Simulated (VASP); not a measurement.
Re3P: equation of state with PBE

Crystal: Re3P.

```
CELL_PARAMETERS angstrom
3.85283 0.00000 0.00000
0.00000 3.85283 0.00000
0.00000 0.00000 3.85283
ATOMIC_POSITIONS crystal
Re 0.50000 0.50000 0.00000
Re 0.50000 0.00000 0.50000
Re 0.00000 0.50000 0.50000
P 0.00000 0.00000 0.00000
```

The cell was built by a generator and needn't be a form met in nature.

```json
{
 "Program": "VASP 6.6.1",
 "Task": "equation of state",
 "Functional": "PBE",
 "Potentials or basis": "VASP PAW PBE potentials, release 64 (Re, P)",
 "Cutoff": "520 eV",
 "k mesh": "7 × 7 × 7",
 "Occupations": "fermi-dirac, width 0.05 eV",
 "Spin": "no spin polarisation",
 "Further INCAR settings": "ALGO = Normal; EDIFF = 1e-07; NBANDS = 21"
}
```

```
Equilibrium volume                      : 14.33 Å³/atom
Bulk modulus                            : 295 GPa
Pressure derivative of the bulk modulus : 4.7
```

Energy against volume, from the lowest point:
```
volume (Å³/atom)  energy (meV/atom)
          13.440              57.71
          13.726              25.56
          14.012               6.80
          14.298               0.00
          14.584               3.87
          14.870              17.27
          15.156              39.11
```

All runs of the series together: 90 s on 1 thread of AMD EPYC 9R45 96-Core Processor (Zen 5), with other jobs on the host.

The run has no spin-orbit coupling, so splittings on Re are missing.
